**CuGe₃: where is the s character?**

In this metallic compound of copper and germanium, the s, p and d states share one set of bands. The question is how much s character the filled states carry on each atom, and at what energy it lies on average. The p and d rows of a semilocal density-functional calculation are the starting point. "Projection electrons" counts the filled character of one kind near an atom, and "projection band centre" is its mean energy, measured from the Fermi energy.

VASP 6.6.1, PBEsol-D3 without spin polarisation, for CuGe₃ (I4/mmm), with PBE PAW potentials and a 700 eV cutoff. The density was converged on a 9×9×9 k mesh with 0.1 eV Methfessel–Paxton smearing (order 2), and the states were projected on a 14×14×14 mesh with the tetrahedron method. Filled states are counted from -12 eV, and energies are relative to the Fermi energy.

| projection name | projection electrons (e) | projection band centre (eV) |
| --- | --- | --- |
| Cu1_d | 9.940 | -2.600 |
| Ge2_d | 0.050 | -3.040 |
| Ge3_d | 0.050 | -2.940 |
| Ge4_d | 0.050 | -2.940 |
| Cu1_p | 0.200 | -3.420 |
| Ge2_p | 0.870 | -3.080 |
| Ge3_p | 0.860 | -3.150 |
| Ge4_p | 0.860 | -3.150 |
| Cu1_s | ? | ? |
| Ge2_s | ? | ? |
| Ge3_s | ? | ? |
| Ge4_s | ? | ? |

The projections were made at the fixed charge density of an earlier run, on a denser mesh and with the tetrahedron method. The cell was used as given, not relaxed: its pressure of -9.3 GPa means that it is stretched and would shrink if freed.

The copper d row gives 9.94 electrons, but the run's own charge count in a sphere around copper gives 9.205, so the row's exact value shouldn't be trusted. The p rows agree with that charge count to within 0.01 electrons. Either d count fits a nearly full 3d shell, part of which can lie outside the sphere, so I set it aside. Germanium's own 3d shell is kept in the core; its small d rows are only d-shaped parts of the valence states. That leaves one electron from copper and four from each germanium, 13 in a cell of four atoms. The first limiting case spreads them evenly as a free-electron gas. With $n$ the number of electrons per volume, the filled band reaches down by

$$E_F=\frac{\hbar^2}{2m}(3\pi^2 n)^{2/3}\approx 11.3\ \text{eV}.$$

Even a featureless gas has s, p and d character when it is viewed from a nucleus. Close to that point the s part of a plane wave is nearly constant, while the p part grows with the wave number. Slow electrons at the band bottom therefore look almost purely s-like, and p character gathers nearer the Fermi energy. In a sphere of roughly 1.2 Å, a recalled size, the gas puts the s centre at -5.2 eV and the p centre at -3.6 eV.

The known rows support this picture for energies: the computed p centres lie within about half an electronvolt of the gas value. The counts show what the gas leaves out. Germanium holds about twice the gas's p count and copper about half, as expected if germanium's 4p level lies below copper's and so takes a larger share of the filled states.

For germanium s the atomic levels matter more, because 4s lies several electronvolts below 4p. The second limiting case therefore gives the six lowest of the 13 electrons, two per germanium, entirely to Ge s. The lowest fraction $f$ of a free-electron gas has a mean energy of $0.6\,f^{2/3}E_F$ above the band bottom. With $f=6/13$ this is $0.6\times(6/13)^{2/3}\times 11.31\approx 4.05$ eV, so the centre lies at $4.05-11.31\approx -7.3$ eV.

For copper s I take the midpoint between the two limits, supposing that tails of the deep Ge s states reach into the copper sphere. For the counts I take the midpoint between the gas s count, 0.76 electrons, and the same count scaled by the ratio of that atom's p count to the gas's. Both midpoints are judgements, and so are the error bars.

- **Each Ge s:** about 1.2 electrons (±0.3), centre about -7.3 eV (±1.2).
- **Cu s:** about 0.57 electrons (±0.2), centre about -6.2 eV (±1.2).
- **Order:** s lies below p and exceeds it in count on every atom; Ge s lies deeper than Cu s; the three germanium atoms nearly agree.

The withheld rows as computed:

| projection name | projection electrons (e) | projection band centre (eV) |
| --- | --- | --- |
| Cu1_s | 0.370 | -3.820 |
| Ge2_s | 1.270 | -7.220 |
| Ge3_s | 1.270 | -7.240 |
| Ge4_s | 1.270 | -7.240 |

The germanium forecasts hold, with 1.27 electrons on each atom and centres near -7.2 eV. The close match in energy doesn't mean that the sorting is complete. If it were, and the levels were those of the gas, the remaining electrons would have their mean at -2.2 eV, whereas the computed Ge p centre is -3.1 eV. Some s character may lie higher in the band, which would raise its centre, while the attraction of the germanium ions may pull the lowest levels below those of the gas, which would lower it; I suspect that the two roughly cancel. The energy window starts at -12 eV, but it cuts off almost nothing: the charge count over all filled states gives 1.274 to 1.276 s electrons on each germanium, against 1.27 in the table.

The copper centre is a clear miss. It lies at -3.82 eV, 2.4 eV above the forecast and twice as far off as the error bar allowed. The count of 0.37 electrons sits at the lower edge of its range. The predicted order survives, but on copper s lies only 0.4 eV below p, against 4.1 eV on germanium.

The copper centre is higher even than the gas value, so my correction went the wrong way. I had let the germanium tails pull copper's s character down and had overlooked how two unequal levels mix. The lower combination belongs mostly to the atom with the deeper level, here germanium, and the upper one mostly to the other. Copper's 4s level lies well above germanium's 4s, so it should have only a small share in the band bottom and more among the states rich in Ge p. This is the standard theory of mixing, applied after the reveal; the centres agree with it but don't test it separately. The model also leaves out mixing with copper's 3d shell, which semilocal functionals usually place too close to the Fermi energy.

If this reading is right, germanium's deeper s level claims the band bottom, and copper's filled s character is left higher up. What remains open is how copper's share is spread, since one mean energy can hide a small deep part beneath a large shallow one. The s projection on copper, plotted against energy, would settle that.
